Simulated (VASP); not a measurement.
```
Ba
1.0
   -2.51000     2.51000     2.51000
    2.51000    -2.51000     2.51000
    2.51000     2.51000    -2.51000
Ba
1
Direct
  0.00000   0.00000   0.00000
```

These are PW91 GGA, VASP's PBE PAW potentials (set 64) (plane waves; VASP 6.6.1) values and carry that method's errors. Numerical set-up: 400 eV cut-off, 9×9×9 Γ-centred mesh, first-order Methfessel-Paxton smearing of 0.10 eV, potentials Ba_sv.

Unless said otherwise, spin-orbit coupling is left out, though it shifts the bands of the heavy elements here.

Task: Estimate the energy per atom (σ→0), band gap (on the k-mesh) with the smallest direct gap where there is one.

Result: 
```yaml
band gap (on the k-mesh): none (metal, semimetal or under 0.01 eV)
energy per atom (σ→0): -1.934 eV/atom
```

The compound is Ba in the bcc structure. The cell was not relaxed at this level. The run is one of a series of settings (GGA = 91 against the base run), some of them coarse on purpose.
